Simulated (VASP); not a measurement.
Write the native input for VASP 6.6.1 that does the following.

* Task: band structure
* Functional: PBEsol
* Potentials or basis: VASP PAW PBE potentials, release 64 (Ga_d, N, P)
* Cutoff: 520 eV
* k mesh: 8 × 8 × 5
* Occupations: gaussian, width 0.02 eV
* Spin: no spin polarisation
* Further INCAR settings: ALGO = Fast; EDIFF = 1e-07

The structure of Ga4PN3 lies in POSCAR:

```
Ga4PN3
1.0
   -2.3715785800      2.3715785800      0.0000000000
   -2.3715785800     -4.7431571600      2.3715785800
    2.3715785800      2.3715785800      4.7431571600
Ga N P
4 3 1
Direct
    0.0000000000      0.0000000000      0.0000000000
    0.7500000000      0.5000000000      0.2500000000
    0.5000000000      0.0000000000      0.5000000000
    0.2500000000      0.5000000000      0.7500000000
    0.5625000000      0.1250000000      0.1875000000
    0.3125000000      0.6250000000      0.4375000000
    0.0625000000      0.1250000000      0.6875000000
    0.8125000000      0.6250000000      0.9375000000
```

The cell comes from a database or a generator and needn't be the stable form of this composition.

These files were run (other wordings do the same):

INCAR

```
ALGO = Fast ; EDIFF = 1E-7
ENCUT = 520 ; GGA = PS
ISIF = 2 ; ISMEAR = 0
KPAR = 2 ; LASPH = True
LCHARG = False ; LREAL = False
LWAVE = False ; NELM = 60
PREC = Accurate ; SIGMA = 0.02
```

KPOINTS

```
k-points
0
Gamma
  8 8 5
```

KPOINTS_OPT

```
path GYFLI,I1ZF1,YX1,XGN,MG
10
line-mode
reciprocal
 0.0000000000  0.0000000000  0.0000000000  G
 0.0000000000 -0.5000000000  1.0000000000  Y

 0.0000000000 -0.5000000000  1.0000000000  Y
 0.0000000000  0.2031250000  1.2812500000  F

 0.0000000000  0.2031250000  1.2812500000  F
 0.0000000000 -0.5000000000  0.5000000000  L

 0.0000000000 -0.5000000000  0.5000000000  L
 0.4687500000 -0.7343750000  0.5000000000  I

 0.5312500000 -0.2656250000 -0.5000000000  I1
 0.0000000000  0.0000000000 -0.5000000000  Z

 0.0000000000  0.0000000000 -0.5000000000  Z
 0.0000000000 -1.2031250000 -0.2812500000  F1

 0.0000000000 -0.5000000000  1.0000000000  Y
 0.3125000000 -0.6562500000  1.0000000000  X1

 0.6875000000 -0.3437500000  0.0000000000  X
 0.0000000000  0.0000000000  0.0000000000  G

 0.0000000000  0.0000000000  0.0000000000  G
 0.5000000000 -0.5000000000  0.5000000000  N

 0.5000000000 -0.5000000000  0.0000000000  M
 0.0000000000  0.0000000000  0.0000000000  G
```

Potentials or basis: VASP PAW PBE potentials, release 64 (Ga_d, N, P).

The run is started by

```sh
$ cat potpaw_PBE.64/Ga_d/POTCAR potpaw_PBE.64/N/POTCAR potpaw_PBE.64/P/POTCAR > POTCAR
$ mpirun -np 2 vasp_std > vasp.out
```

Results of the run:

* Pressure: 4.9 GPa
* Largest force: 5.981 eV/Å
* Band gap on the k mesh: 1.10 eV, direct
* Band gap along the path: 1.10 eV, direct

Caveat: the PAW data sets were made with another functional, which shifts forces and pressure a little.

It took 8.6 min on 2 MPI ranks on Intel(R) Xeon(R) Platinum 8488C (Sapphire Rapids) (shared host), peak memory 0.66 GiB a rank.
